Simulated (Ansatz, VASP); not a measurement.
# SiC in two plane-wave programs, part 2 of 3

Wanted: the spread between two codes on one cell, functional and k mesh. The cell is taken from a series of runs on this material, whose earlier steps may have relaxed, scaled, displaced or heated it; both programs get it as it stands.

VASP 6.6.1 and Ansatz 0.2.0.

So far: The structure; VASP: zone-centre phonons, PBE.

## (2) VASP: zone-centre phonons, PBE (continued)

Level of this step: PBE; plane waves and PAW (C, Si) (VASP).

OUTCAR, selected parts (step 2):

```text
ion  position               nearest neighbor table
   1  0.667  0.333  0.750-   7 1.92   7 1.92   7 1.92   5 1.93
   2  0.333  0.667  0.250-   8 1.92   8 1.92   8 1.92   6 1.93
   3  1.000  1.000  0.500-   6 1.92   6 1.92   6 1.92   7 1.92
   4  1.000  1.000  0.000-   5 1.92   5 1.92   5 1.92   8 1.92
   5  0.667  0.333  0.938-   4 1.92   4 1.92   4 1.92   1 1.93   7 3.14   7 3.14   7 3.14   8 3.14
                             8 3.14   8 3.14
   6  0.333  0.667  0.438-   3 1.92   3 1.92   3 1.92   2 1.93   8 3.14   8 3.14   8 3.14   7 3.14
                             7 3.14   7 3.14
   7  1.000  1.000  0.688-   1 1.92   1 1.92   1 1.92   3 1.92   5 3.14   5 3.14   5 3.14   6 3.14
                             6 3.14   6 3.14
   8  1.000  1.000  0.188-   2 1.92   2 1.92   2 1.92   4 1.92   6 3.14   6 3.14   6 3.14   5 3.14
                             5 3.14   5 3.14

  LATTYP: Found a hexagonal cell.
 ALAT       =     3.1346259834
 C/A-ratio  =     3.2743420895

 Subroutine GETGRP returns: Found 12 space group operations
 (whereof  6 operations were pure point group operations)

The static configuration has the point symmetry C_3v.
 The point group associated with its full space group is C_6v.

 Found     36 irreducible k-points:

   k-points           NKPTS =     36   k-points in BZ     NKDIM =     36   number of bands    NBANDS=     24

   dimension x,y,z NGX =    28 NGY =   28 NGZ =   84
   dimension x,y,z NGXF=    56 NGYF=   56 NGZF=  168

   ENCUT  =  600.0 eV  44.10 Ry    6.64 a.u.   6.26  6.26 20.50*2*pi/ulx,y,z

   NELECT =      32.0000    total number of electrons

 k-points in reciprocal lattice and weights: Automatic mesh
   0.00000000  0.00000000  0.00000000       0.003
   0.11111111 -0.00000000  0.00000000       0.019
   0.22222222  0.00000000  0.00000000       0.019
   0.33333333  0.00000000  0.00000000       0.019
   0.44444444  0.00000000  0.00000000       0.019
   0.11111111  0.11111111  0.00000000       0.019
   0.22222222  0.11111111  0.00000000       0.037
   0.33333333  0.11111111  0.00000000       0.037
   0.44444444  0.11111111  0.00000000       0.019
[...]
0.33333333  0.22222222  0.50000000       0.037
   0.33333333  0.33333333  0.50000000       0.006

 average (electrostatic) potential at core
       1 -45.5112       2 -45.5112       3 -45.5686       4 -45.5686       5 -81.1306
       6 -81.1306       7 -81.0907       8 -81.0907

   1 f  =   25.720161 THz   161.604538 2PiTHz  857.932225 cm-1   106.369991 meV
             X         Y         Z           dx          dy          dz
      1.567313  0.904889  7.695711     0.000000   -0.000000    0.159286
     -0.000000  1.809777  2.563793     0.000000    0.000000   -0.159286
      1.567313  2.714666  5.136569     0.000000    0.000000    0.594141
      1.567313  2.714666  0.004651     0.000000    0.000000   -0.594141
      1.567313  0.904889  9.626204    -0.000000   -0.000000    0.208969
     -0.000000  1.809777  4.494285    -0.000000   -0.000000   -0.208969
      1.567313  2.714666  7.060302    -0.000000    0.000000   -0.279207
      1.567313  2.714666  1.928383    -0.000000   -0.000000    0.279207

   2 f  =   25.471946 THz   160.044958 2PiTHz  849.652669 cm-1   105.343458 meV
             X         Y         Z           dx          dy          dz
      1.567313  0.904889  7.695711     0.000000    0.000000   -0.591264
     -0.000000  1.809777  2.563793     0.000000   -0.000000    0.591264
      1.567313  2.714666  5.136569     0.000000    0.000000    0.161153
      1.567313  2.714666  0.004651     0.000000   -0.000000   -0.161153
      1.567313  0.904889  9.626204    -0.000000    0.000000    0.279700
     -0.000000  1.809777  4.494285    -0.000000   -0.000000   -0.279700
      1.567313  2.714666  7.060302    -0.000000    0.000000    0.214952
      1.567313  2.714666  1.928383    -0.000000    0.000000   -0.214952

   3 f  =   23.344002 THz   146.674687 2PiTHz  778.672074 cm-1    96.542989 meV
             X         Y         Z           dx          dy          dz
      1.567313  0.904889  7.695711     0.000000    0.000000    0.470155
     -0.000000  1.809777  2.563793     0.000000    0.000000    0.470155
      1.567313  2.714666  5.136569     0.000000   -0.000000   -0.523757
      1.567313  2.714666  0.004651     0.000000    0.000000   -0.523757
      1.567313  0.904889  9.626204    -0.000000   -0.000000    0.062351
     -0.000000  1.809777  4.494285    -0.000000    0.000000    0.062351
      1.567313  2.714666  7.060302    -0.000000   -0.000000   -0.027291
      1.567313  2.714666  1.928383    -0.000000   -0.000000   -0.027291

   4 f  =   22.292094 THz   140.065355 2PiTHz  743.584201 cm-1    92.192650 meV
             X         Y         Z           dx          dy          dz
      1.567313  0.904889  7.695711     0.000003   -0.405344    0.000000
     -0.000000  1.809777  2.563793     0.000003   -0.405344    0.000000
      1.567313  2.714666  5.136569     0.000004   -0.431244    0.000000
      1.567313  2.714666  0.004651     0.000004   -0.431244    0.000000
      1.567313  0.904889  9.626204    -0.000002    0.280141   -0.000000
     -0.000000  1.809777  4.494285    -0.000002    0.280141   -0.000000
      1.567313  2.714666  7.060302    -0.000002    0.266920   -0.000000
      1.567313  2.714666  1.928383    -0.000002    0.266920   -0.000000

   5 f  =   22.292094 THz   140.065355 2PiTHz  743.584201 cm-1    92.192650 meV
             X         Y         Z           dx          dy          dz
      1.567313  0.904889  7.695711    -0.405344   -0.000003    0.000000
     -0.000000  1.809777  2.563793    -0.405344   -0.000003    0.000000
      1.567313  2.714666  5.136569    -0.431244   -0.000004   -0.000000
      1.567313  2.714666  0.004651    -0.431244   -0.000004   -0.000000
      1.567313  0.904889  9.626204     0.280141    0.000002   -0.000000
     -0.000000  1.809777  4.494285     0.280141    0.000002   -0.000000
      1.567313  2.714666  7.060302     0.266920    0.000002   -0.000000
      1.567313  2.714666  1.928383     0.266920    0.000002   -0.000000

   6 f  =   21.858882 THz   137.343408 2PiTHz  729.133830 cm-1    90.401033 meV
             X         Y         Z           dx          dy          dz
      1.567313  0.904889  7.695711     0.000001   -0.455006    0.000000
     -0.000000  1.809777  2.563793    -0.000001    0.455006    0.000000
      1.567313  2.714666  5.136569    -0.000001    0.398104    0.000000
      1.567313  2.714666  0.004651     0.000001   -0.398104    0.000000
      1.567313  0.904889  9.626204    -0.000000    0.279984   -0.000000
     -0.000000  1.809777  4.494285     0.000000   -0.279984   -0.000000
      1.567313  2.714666  7.060302    -0.000000    0.236837   -0.000000
      1.567313  2.714666  1.928383     0.000000   -0.236837   -0.000000

   7 f  =   21.858882 THz   137.343408 2PiTHz  729.133830 cm-1    90.401033 meV
             X         Y         Z           dx          dy          dz
      1.567313  0.904889  7.695711    -0.455006   -0.000001   -0.000000
     -0.000000  1.809777  2.563793     0.455006    0.000001   -0.000000
      1.567313  2.714666  5.136569     0.398104    0.000001   -0.000000
      1.567313  2.714666  0.004651    -0.398104   -0.000001   -0.000000
      1.567313  0.904889  9.626204     0.279984    0.000000    0.000000
     -0.000000  1.809777  4.494285    -0.279984   -0.000000    0.000000
      1.567313  2.714666  7.060302     0.236837    0.000000    0.000000
      1.567313  2.714666  1.928383    -0.236837   -0.000000    0.000000

   8 f  =   21.854535 THz   137.316094 2PiTHz  728.988822 cm-1    90.383054 meV
             X         Y         Z           dx          dy          dz
      1.567313  0.904889  7.695711     0.000000   -0.000000   -0.450044
     -0.000000  1.809777  2.563793    -0.000000    0.000000   -0.450044
      1.567313  2.714666  5.136569    -0.000000    0.000000   -0.385103
      1.567313  2.714666  0.004651     0.000000   -0.000000   -0.385103
      1.567313  0.904889  9.626204    -0.000000    0.000000    0.276592
     -0.000000  1.809777  4.494285     0.000000   -0.000000    0.276592
      1.567313  2.714666  7.060302    -0.000000    0.000000    0.269542
      1.567313  2.714666  1.928383     0.000000   -0.000000    0.269542

   9 f  =   21.610667 THz   135.783824 2PiTHz  720.854249 cm-1    89.374496 meV
             X         Y         Z           dx          dy          dz
      1.567313  0.904889  7.695711     0.000003    0.394650    0.000000
     -0.000000  1.809777  2.563793    -0.000003   -0.394650    0.000000
      1.567313  2.714666  5.136569     0.000003    0.453142    0.000000
      1.567313  2.714666  0.004651    -0.000003   -0.453142    0.000000
      1.567313  0.904889  9.626204     0.000002    0.238975   -0.000000
     -0.000000  1.809777  4.494285    -0.000002   -0.238975   -0.000000
      1.567313  2.714666  7.060302    -0.000002   -0.286015   -0.000000
      1.567313  2.714666  1.928383     0.000002    0.286015   -0.000000

  10 f  =   21.610667 THz   135.783824 2PiTHz  720.854249 cm-1    89.374496 meV
             X         Y         Z           dx          dy          dz
      1.567313  0.904889  7.695711     0.394650   -0.000003   -0.000000
     -0.000000  1.809777  2.563793    -0.394650    0.000003   -0.000000
      1.567313  2.714666  5.136569     0.453142   -0.000003   -0.000000
      1.567313  2.714666  0.004651    -0.453142    0.000003   -0.000000
      1.567313  0.904889  9.626204     0.238975   -0.000002    0.000000
     -0.000000  1.809777  4.494285    -0.238975    0.000002    0.000000
      1.567313  2.714666  7.060302    -0.286015    0.000002    0.000000
      1.567313  2.714666  1.928383     0.286015   -0.000002    0.000000

  11 f  =   21.283545 THz   133.728457 2PiTHz  709.942644 cm-1    88.021630 meV
             X         Y         Z           dx          dy          dz
      1.567313  0.904889  7.695711    -0.000005    0.444257    0.000000
     -0.000000  1.809777  2.563793    -0.000005    0.444257    0.000000
      1.567313  2.714666  5.136569     0.000005   -0.419974    0.000000
      1.567313  2.714666  0.004651     0.000005   -0.419974    0.000000
    [... 145 further lines ...]
      1.567313  2.714666  7.060302    -0.258777    0.328938   -0.000000
      1.567313  2.714666  1.928383    -0.258777    0.328938   -0.000000

 MACROSCOPIC STATIC DIELECTRIC TENSOR IONIC CONTRIBUTION
 ------------------------------------------------------
           3.365843     0.000000    -0.000000
           0.000000     3.365843     0.000000
          -0.000000     0.000000     3.749833
 ------------------------------------------------------

 ELASTIC MODULI CONTR FROM IONIC RELAXATION (kBar)
 Direction    XX          YY          ZZ          XY          YZ          ZX
 --------------------------------------------------------------------------------
 XX        -274.4412    171.5112     98.5369     -0.0000     -0.0000      0.0000
 YY         171.5112   -274.4412     98.5369      0.0000     -0.0000     -0.0000
 ZZ          98.5369     98.5369   -189.7064      0.0000      0.0000     -0.0000
 XY          -0.0000      0.0000      0.0000   -222.9762      0.0000     -0.0000
 YZ          -0.0000      0.0000      0.0000      0.0000    -54.1395     -0.0000
 ZX           0.0000     -0.0000     -0.0000      0.0000     -0.0000    -58.9230
 --------------------------------------------------------------------------------

 PIEZOELECTRIC TENSOR IONIC CONTR  for field in x, y, z        (C/m^2)
          XX          YY          ZZ          XY          YZ          ZX
  --------------------------------------------------------------------------------
  x    -0.00000     0.00000    -0.00000    -0.00000     0.00000     0.41677
  y    -0.00000     0.00000    -0.00000    -0.00000     0.39907     0.00000
  z     0.41199     0.41199    -0.79165     0.00000     0.00000    -0.00000
```

(Continued in part 3 of 3.)

[Lines on the potential files, build, host, timing and source positions are cut from VASP's logs without a mark.]

[Logs are printed without paths, hosts, clocks, repeated set-up lines and the standing remarks that a program may print on its own settings, such as how far it seeks lower states.]

[Hosts, paths, dates, database ids (printed as entryN), source tags and the programs' standing remarks are cut or masked in the printed files.]
